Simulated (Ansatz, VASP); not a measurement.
One calculation of Nb4Ga, two programs

```xyz
5
Lattice="4.7236 0.0000 0.0000 0.0000 4.7236 0.0000 0.0000 0.0000 4.7236" Properties=species:S:1:pos:R:3 pbc="T T T"
Nb    2.3618    0.0000    0.0000
Nb    0.0000    2.3618    0.0000
Nb    0.0000    0.0000    2.3618
Nb    2.3618    2.3618    2.3618
Ga    0.0000    0.0000    0.0000
```

Alike in both runs: functional PBE; k mesh 8 × 8 × 8; occupations gaussian, width 0.1 eV; no spin polarisation.

Ansatz relaxed the structure, and its values are those at the end. VASP's run is a single point on that final structure, the one shown.

|  | VASP | Ansatz |
| --- | --- | --- |
| version | VASP 6.6.1 | Ansatz 0.2.0 |
| potentials or method | VASP PAW PBE potentials, release 64 (Nb_sv, Ga_d) | scalar-relativistic, plane waves, PAW |
| plane-wave cutoff (eV) | 520 | 420 |
| valence electrons in the cell | 65 | 65 |

```csv
,VASP,Ansatz,Ansatz less VASP
gap on the k mesh at the Fermi level (eV),none,none,-
pressure (GPa),0.0,0.0,+0.03
```

A gap of «none» marks a metal or a gap that the smearing closes. With one functional, cell and mesh, what is left measures potentials, basis and numerics.
